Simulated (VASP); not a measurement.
An input for Quantum ESPRESSO's pw.x (written as the equivalent of a VASP run, and not itself run):

```
&CONTROL
  calculation = 'scf'
  pseudo_dir = './pseudo'
  outdir = './out'
  tprnfor = .true.
  tstress = .true.
/
&SYSTEM
  ibrav = 0
  nat = 3
  ntyp = 2
  ecutwfc = 58
  occupations = 'tetrahedra'
  input_dft = 'pz'
/
&ELECTRONS
  conv_thr = 7.3e-09
  electron_maxstep = 100
/
ATOMIC_SPECIES
  Hf 178.490 Hf.upf
  S 32.060 S.upf
CELL_PARAMETERS angstrom
     1.7782338   -3.0799911    0.0000000
     1.7782338    3.0799911    0.0000000
     0.0000000   -0.0000000    5.6906685
ATOMIC_POSITIONS crystal
  Hf   0.0000000  0.0000000  0.0000000
  S    0.3333330  0.6666670  0.2533566
  S    0.6666670  0.3333330  0.7466434
K_POINTS automatic
  8 8 5 0 0 0
```

Q: Write the VASP files for the same calculation (LDA).

A: One answer among several that fit: 
INCAR:
```
# general
SYSTEM  = HfS2
PREC    = Accurate
ENCUT   = 520
LREAL   = .FALSE.
LASPH   = .TRUE.

# electronic loop
EDIFF   = 1E-7
NELM    = 100
ALGO    = Normal
LMAXMIX = 6

# smearing
ISMEAR  = -5

# ions
ISIF    = 2

# output
LWAVE   = .FALSE.
LCHARG  = .TRUE.
LORBIT  = 11
NEDOS   = 601
```

File KPOINTS:
```
Automatic mesh
0
Gamma
8 8 5
0 0 0
```

POSCAR:
```
HfS2
1
    1.7782338294    -3.0799911375     0.0000000000
    1.7782338294     3.0799911375     0.0000000000
    0.0000000000    -0.0000000000     5.6906685230
Hf S
1 2
Direct
  0.0000000000   0.0000000000   0.0000000000
  0.3333330000   0.6666670000   0.2533566430
  0.6666670000   0.3333330000   0.7466433570
```

POTCAR, in this order: Hf_pv S (LDA.64 set). Program: vasp_std.

What does not carry over: the potentials are each code's own (VASP's PAW set, PseudoDojo norm-conserving files in pw.x), so ENCUT and ecutwfc are chosen apart and not converted; conv_thr bounds pw.x's estimated SCF error, while EDIFF bounds the energy change between steps.

The compound is HfS2 in the 1T layered structure. It was relaxed first, which changed the volume by -7 %.
